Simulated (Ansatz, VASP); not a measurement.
One calculation of NiMoIrPdW, two programs

The input INCAR:

```
SYSTEM = NiMoIrPdW
PREC = Accurate
ENCUT = 520
EDIFF = 1E-6
ISMEAR = -1
SIGMA = 0.05
LREAL = .False.
LASPH = .True.
NELM = 150
ALGO = Normal
ISIF = 2
LWAVE = .False.
LCHARG = .False.
ISPIN = 2
MAGMOM = 1 1 0 0.6 0
LORBIT = 11
LMAXMIX = 4
GGA = PE
NBANDS = 40
```

File KPOINTS:

```
regular mesh
0
Gamma
  8 8 2
  0 0 0
```

Contents of POSCAR:

```
NiMoIrPdW
1.0
    2.7234675882      0.0000000000      0.0000000000
   -1.3617337941      2.3585865794      0.0000000000
    0.0000000000      0.0000000000     11.1872410764
Ni Mo Pd Ir W
1 1 1 1 1
Direct
    0.0000000000      0.0000000000      0.7091700000
    0.6666700000      0.3333300000      0.2942500000
    0.6666700000      0.3333300000      0.8990100000
    0.0000000000      0.0000000000      0.1060400000
    0.6666700000      0.3333300000      0.5292100000
```

input.yaml

```yaml
crystal:
  lattice:
    - [2.7234675882, 0.0, 0.0]
    - [-1.3617337941, 2.3585865794, 0.0]
    - [0.0, 0.0, 11.1872410764]
  atoms:
    - { symbol: Ni, position: [0.0, 0.0, 0.70917], spin: 1.0 }
    - { symbol: Mo, position: [0.66667, 0.33333, 0.29425], spin: 1.0 }
    - { symbol: Pd, position: [0.66667, 0.33333, 0.89901] }
    - { symbol: Ir, position: [0.0, 0.0, 0.10604], spin: 0.6 }
    - { symbol: W, position: [0.66667, 0.33333, 0.52921] }
kpoints:
  mp_grid: { grid: [8, 8, 2] }
scf:
  occupations: { method: fermi_dirac, width: 0.05 }
hamiltonian:
  xc: pbe
  pseudopotentials: { kind: all_electron, lapw: { basis_error: 0.003 } }
magnetization:
  spin_polarized: true
output:
  forces: true
  stress: true
  eigenvalues: true
```

Change from the starting cell: volume scaled by 0.96.

Alike in both runs: task single point; functional PBE; k mesh 8 × 8 × 2; occupations fermi-dirac, width 0.05 eV; collinear spin.

|  | VASP | Ansatz |
| --- | --- | --- |
| version | VASP 6.6.1 | Ansatz 0.2.0 |
| potentials or method | VASP PAW PBE potentials, release 64 (Ni, Mo_sv, Pd, Ir, W_sv) | all-electron LAPW, scalar-relativistic |
| plane-wave cutoff (eV) | 520 | see its input |

VASP gave:

| Property | Result |
| --- | --- |
| gap on the k mesh at the Fermi level (eV) | none |
| pressure (GPa) | 11.1 |
| largest component of the traceless stress (GPa) | 0.13 |
| rms of the force components (eV/Å) | 0.244 |
| net moment per atom (μB) | 0.00 |

Q: Estimate Ansatz's values.

A: gap on the k mesh at the Fermi level (eV): none; pressure (GPa): 10.6; largest component of the traceless stress (GPa): 0.14; rms of the force components (eV/Å): 0.233; net moment per atom (μB): 0.00.

Atom by atom the forces differ by 0.013 eV/Å (rms over components). A gap of «none» marks a metal or a gap that the smearing closes. Ansatz ran all-electron here, so the differences hold the error of VASP's frozen core and of both bases.

Caveats: the k mesh is thin for a metal, which can move the energy by tens of meV per atom (Ansatz); the starting moments weren't kept (Ansatz). The runs have no spin-orbit coupling, so splittings on Ir, W are missing.
